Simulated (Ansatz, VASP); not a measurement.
# Cross-check of TiGe between VASP and Ansatz, part 3 of 3

Wanted: the spread between two codes on one cell, functional and k mesh. The cell is generated by rule, not measured, and may not be a known phase. The cell is taken from a series of runs on this material, whose earlier steps may have relaxed, scaled, displaced or heated it; both programs get it as it stands.

VASP 6.6.1 and Ansatz 0.2.0.

So far: The structure; Ansatz: zone-centre phonons, PBEsol; VASP: zone-centre phonons, PBEsol.

### Step 3. VASP: zone-centre phonons, PBEsol (continued)

Level of this step: PBEsol; plane waves and PAW (Ti_sv, Ge_d); invented cell (VASP).

Numbers of over 12 decimals in the logs are rounded to 6 here.

Parts of OUTCAR (step 3):

```text
ion  position               nearest neighbor table
   1  0.000  0.000  0.000-   3 2.60   4 2.60   4 2.60   3 2.60   4 2.60   3 2.60
   2  0.000  0.000  0.500-   3 2.60   4 2.60   4 2.60   3 2.60   4 2.60   3 2.60
   3  0.333  0.667  0.250-   1 2.60   2 2.60   1 2.60   2 2.60   1 2.60   2 2.60
   4  0.667  0.333  0.750-   1 2.60   2 2.60   1 2.60   2 2.60   1 2.60   2 2.60

  LATTYP: Found a hexagonal cell.
 ALAT       =     3.5362769215
 C/A-ratio  =     1.8146062906

 Subroutine GETGRP returns: Found 24 space group operations
 (whereof 12 operations were pure point group operations)

The static configuration has the point symmetry D_3d.
 The point group associated with its full space group is D_6h.

 Found     76 irreducible k-points:

   k-points           NKPTS =     76   k-points in BZ     NKDIM =     76   number of bands    NBANDS=     32

   dimension x,y,z NGX =    28 NGY =   28 NGZ =   48
   dimension x,y,z NGXF=    56 NGYF=   56 NGZF=   96

   ENCUT  =  500.0 eV  36.75 Ry    6.06 a.u.   6.45  6.45 11.70*2*pi/ulx,y,z

   NELECT =      52.0000    total number of electrons

 k-points in reciprocal lattice and weights: Automatic mesh
   0.00000000  0.00000000  0.00000000       0.001
   0.08333333 -0.00000000  0.00000000       0.007
   0.16666667  0.00000000  0.00000000       0.007
   0.25000000 -0.00000000  0.00000000       0.007
   0.33333333  0.00000000  0.00000000       0.007
   0.41666667 -0.00000000  0.00000000       0.007
   0.50000000 -0.00000000  0.00000000       0.003
   0.08333333  0.08333333  0.00000000       0.007
   0.16666667  0.08333333  0.00000000       0.014
[...]
0.33333333  0.25000000  0.50000000       0.014
   0.33333333  0.33333333  0.50000000       0.002

 average (electrostatic) potential at core
       1 -73.3640       2 -73.3640       3 -70.5873       4 -70.5873

  Total        0.0032293      0.0032293      0.0124294      0.0000000     -0.0000000      0.0000000
  in kB        0.0744494      0.0744494      0.2865559      0.0000000     -0.0000000      0.0000000
  external PRESSURE =       0.1451516 kB  Pullay stress =       0.0000000 kB

  energy-cutoff  :      500.00
  volume of cell :       69.49
      direct lattice vectors                 reciprocal lattice vectors
     3.536276921 -0.000002857  0.000000000     0.282783416  0.163264777  0.000000000
    -1.768135987  3.062507077  0.000000000     0.000000264  0.326530010  0.000000000
     0.000000000  0.000000000  6.416950347     0.000000000  0.000000000  0.155837266

 POSITION                                       TOTAL-FORCE (eV/Angst)
 -----------------------------------------------------------------------------------
      0.00000      0.00000      0.00000         0.000000     -0.000000      0.000000
      0.00000      0.00000      3.20848         0.000000     -0.000000      0.000000
      0.00000      2.04167      1.60424         0.000000      0.000000      0.000000
      1.76814      1.02083      4.81271        -0.000000     -0.000000     -0.000000
 -----------------------------------------------------------------------------------
    total drift:                                0.000000     -0.000000      0.000000

 Eigenvectors and eigenvalues of the dynamical matrix
 ----------------------------------------------------

   1 f  =    9.624799 THz    60.474396 2PiTHz  321.048736 cm-1    39.804952 meV
             X         Y         Z           dx          dy          dz
      0.000000  0.000000  0.000000    -0.000000   -0.000000   -0.548275
      0.000000  0.000000  3.208475    -0.000000   -0.000000   -0.548275
      0.000002  2.041670  1.604238     0.000000    0.000000    0.446537
      1.768139  1.020834  4.812713     0.000000    0.000000    0.446537

   2 f  =    7.893550 THz    49.596639 2PiTHz  263.300495 cm-1    32.645086 meV
             X         Y         Z           dx          dy          dz
      0.000000  0.000000  0.000000    -0.000000    0.000000   -0.707107
      0.000000  0.000000  3.208475    -0.000000    0.000000    0.707107
      0.000002  2.041670  1.604238     0.000000   -0.000000    0.000000
      1.768139  1.020834  4.812713    -0.000000    0.000000    0.000000

   3 f  =    6.989614 THz    43.917042 2PiTHz  233.148440 cm-1    28.906709 meV
             X         Y         Z           dx          dy          dz
      0.000000  0.000000  0.000000    -0.205391   -0.510318   -0.000000
      0.000000  0.000000  3.208475    -0.205391   -0.510318    0.000000
      0.000002  2.041670  1.604238     0.165884    0.412156    0.000000
      1.768139  1.020834  4.812713     0.165884    0.412156   -0.000000

   4 f  =    6.989614 THz    43.917042 2PiTHz  233.148440 cm-1    28.906709 meV
             X         Y         Z           dx          dy          dz
      0.000000  0.000000  0.000000    -0.510318    0.205391    0.000000
      0.000000  0.000000  3.208475    -0.510318    0.205391    0.000000
      0.000002  2.041670  1.604238     0.412156   -0.165884    0.000000
      1.768139  1.020834  4.812713     0.412156   -0.165884   -0.000000

   5 f  =    6.492038 THz    40.790679 2PiTHz  216.551086 cm-1    26.848901 meV
             X         Y         Z           dx          dy          dz
      0.000000  0.000000  0.000000     0.000000   -0.000000   -0.000000
      0.000000  0.000000  3.208475     0.000000   -0.000000   -0.000000
      0.000002  2.041670  1.604238    -0.000000    0.000000    0.707107
      1.768139  1.020834  4.812713     0.000000   -0.000000   -0.707107

   6 f  =    6.391068 THz    40.156263 2PiTHz  213.183071 cm-1    26.431320 meV
             X         Y         Z           dx          dy          dz
      0.000000  0.000000  0.000000    -0.264014   -0.655970    0.000000
      0.000000  0.000000  3.208475     0.264014    0.655970   -0.000000
      0.000002  2.041670  1.604238     0.000000   -0.000000   -0.000000
      1.768139  1.020834  4.812713    -0.000000   -0.000000    0.000000

   7 f  =    6.391068 THz    40.156263 2PiTHz  213.183071 cm-1    26.431320 meV
             X         Y         Z           dx          dy          dz
      0.000000  0.000000  0.000000    -0.655970    0.264014    0.000000
      0.000000  0.000000  3.208475     0.655970   -0.264014   -0.000000
      0.000002  2.041670  1.604238     0.000000    0.000000    0.000000
      1.768139  1.020834  4.812713    -0.000000   -0.000000   -0.000000

   8 f  =    4.671782 THz    29.353674 2PiTHz  155.833885 cm-1    19.320931 meV
             X         Y         Z           dx          dy          dz
      0.000000  0.000000  0.000000    -0.000000   -0.000000   -0.000000
      0.000000  0.000000  3.208475     0.000000   -0.000000   -0.000000
      0.000002  2.041670  1.604238    -0.264011   -0.655971   -0.000000
      1.768139  1.020834  4.812713     0.264011    0.655971   -0.000000

   9 f  =    4.671782 THz    29.353674 2PiTHz  155.833885 cm-1    19.320931 meV
             X         Y         Z           dx          dy          dz
      0.000000  0.000000  0.000000    -0.000000   -0.000000    0.000000
      0.000000  0.000000  3.208475     0.000000   -0.000000    0.000000
      0.000002  2.041670  1.604238    -0.655971    0.264011    0.000000
      1.768139  1.020834  4.812713     0.655971   -0.264011    0.000000

  10 f/i=    0.013887 THz     0.087254 2PiTHz    0.463216 cm-1     0.057431 meV
             X         Y         Z           dx          dy          dz
      0.000000  0.000000  0.000000    -0.000000    0.000000   -0.446537
      0.000000  0.000000  3.208475    -0.000000    0.000000   -0.446537
      0.000002  2.041670  1.604238    -0.000000    0.000000   -0.548275
      1.768139  1.020834  4.812713    -0.000000    0.000000   -0.548275

  11 f/i=    0.018555 THz     0.116586 2PiTHz    0.618936 cm-1     0.076738 meV
             X         Y         Z           dx          dy          dz
      0.000000  0.000000  0.000000    -0.387496    0.217340    0.000000
      0.000000  0.000000  3.208475    -0.387496    0.217340    0.000000
      0.000002  2.041670  1.604238    -0.479785    0.269103    0.000000
      1.768139  1.020834  4.812713    -0.479785    0.269103    0.000000

  12 f/i=    0.018555 THz     0.116586 2PiTHz    0.618936 cm-1     0.076738 meV
             X         Y         Z           dx          dy          dz
      0.000000  0.000000  0.000000     0.217340    0.387496    0.000000
      0.000000  0.000000  3.208475     0.217340    0.387496    0.000000
      0.000002  2.041670  1.604238     0.269103    0.479785    0.000000
      1.768139  1.020834  4.812713     0.269103    0.479785    0.000000

 ELASTIC MODULI CONTR FROM IONIC RELAXATION (kBar)
 Direction    XX          YY          ZZ          XY          YZ          ZX
 --------------------------------------------------------------------------------
 XX        -194.8298    194.8298     -0.0000     -0.0000      0.0000      0.0000
 YY         194.8298   -194.8298      0.0000     -0.0000     -0.0000     -0.0000
 ZZ          -0.0000      0.0000     -0.0000     -0.0000      0.0000      0.0000
 XY          -0.0000     -0.0000     -0.0000   -194.8298      0.0000      0.0000
 YZ           0.0000     -0.0000      0.0000      0.0000     -0.0000     -0.0000
 ZX           0.0000     -0.0000      0.0000      0.0000     -0.0000     -0.0000
 --------------------------------------------------------------------------------
```

### Step 4. Differences

Known differences besides the potentials themselves: the cutoff is 420 eV in Ansatz and 500 eV in VASP; Ansatz makes its cores anew for this functional, VASP keeps those of its PBE data sets. Total energies have different zeros and are not compared.

Compared:

```tsv
quantity	Ansatz	VASP	difference
optical mode 1 to 2 (cm⁻¹)	156.1	155.8	+0.17 %
optical mode 3 to 4 (cm⁻¹)	212.1	213.2	-0.51 %
optical mode 5 (cm⁻¹)	220.6	216.6	+1.87 %
optical mode 6 to 7 (cm⁻¹)	232.4	233.1	-0.30 %
optical mode 8 (cm⁻¹)	259.2	263.3	-1.56 %
optical mode 9 (cm⁻¹)	319.5	321.0	-0.49 %
```

Modes are paired by rising frequency, not by their patterns, so a pair may set unlike modes beside each other; they are those without the splitting of longitudinal modes.

### Step 5. Results

```yaml
r_m_s_difference_of_the_optical_zone_centre_modes_each_program_s_sorted_by_frequency_zone_centre_phonons_pbesol: 2.1 cm⁻¹
difference_in_optical_mode_5_zone_centre_phonons_pbesol: +1.9 %
```

**Reading.** The r.m.s. difference of the optical zone-centre modes, each program's sorted by frequency is 2.1 cm⁻¹ (zone-centre phonons, PBEsol). Among the rows given in per cent, the largest difference of the zone-centre phonons, PBEsol pair is in optical mode 5, +1.9 %. Such differences can come from data sets, numerical settings and the points named under the comparisons, not from the functional's error against experiment.

[Lines on the potential files, build, host, timing and source positions are cut from VASP's logs without a mark.]

[Logs are printed without paths, hosts, clocks, repeated set-up lines and the standing remarks that a program may print on its own settings, such as how far it seeks lower states.]

[Hosts, paths, dates, database ids (printed as entryN), source tags and the programs' standing remarks are cut or masked in the printed files.]
